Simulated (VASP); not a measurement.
WS2 (Tungstenite):

```
CELL_PARAMETERS angstrom
3.18000 0.00000 0.00000
-1.59000 2.75396 0.00000
0.00000 0.00000 12.50000
ATOMIC_POSITIONS crystal
W 0.33333 0.66667 0.25000
W 0.66667 0.33333 0.75000
S 0.33333 0.66667 0.62500
S 0.66667 0.33333 0.12500
S 0.33333 0.66667 0.87500
S 0.66667 0.33333 0.37500
```

| Quantity | Value |
| --- | --- |
| Program | VASP 6.6.1 |
| Task | relaxation of cell and atoms |
| Functional | PBE |
| Dispersion | D3(BJ) |
| Potentials or basis | VASP PAW PBE potentials, release 64 (W_sv, S) |
| Cutoff | 600 eV |
| k mesh | 12 × 12 × 3 |
| Occupations | gaussian, width 0.03 eV |
| Spin | no spin polarisation |

At the start: pressure -1.5 GPa; volume 18.24 Å³/atom.

Where does the relaxation end?

Over 12 steps the energy falls by 5.5 meV/atom and the volume is 17.45 Å³/atom (-4.4 %); space group P6_3/mmc (No. 194, to 0.05 Å).

The path:
```csv
step,energy change (eV),largest force (eV/Å),pressure (GPa),volume (Å³)
1,0.0000,0.1376,-1.52,109.47
2,-0.0075,0.3287,1.82,106.74
3,-0.0119,0.2556,0.51,107.76
4,-0.0146,0.0716,-0.68,107.53
5,-0.0164,0.0531,-0.22,107.62
6,-0.0201,0.0478,-0.21,107.24
7,-0.0288,0.0341,-0.15,106.08
8,-0.0309,0.0028,0.17,103.77
9,-0.0329,0.0242,0.02,104.82
10,-0.0329,0.0218,0.03,104.68
11,-0.0325,0.0731,-0.38,104.65
12,-0.0330,0.0017,-0.07,104.67
```

Final structure:
```
W S
1.0
     3.15510    0.00000    0.00000
    -1.57755    2.73239    0.00000
     0.00000    0.00000   12.14137
W S
2 4
Direct
  0.33333 0.66667 0.25000
  0.66667 0.33333 0.75000
  0.33333 0.66667 0.62032
  0.66667 0.33333 0.12032
  0.33333 0.66667 0.87968
  0.66667 0.33333 0.37968
```
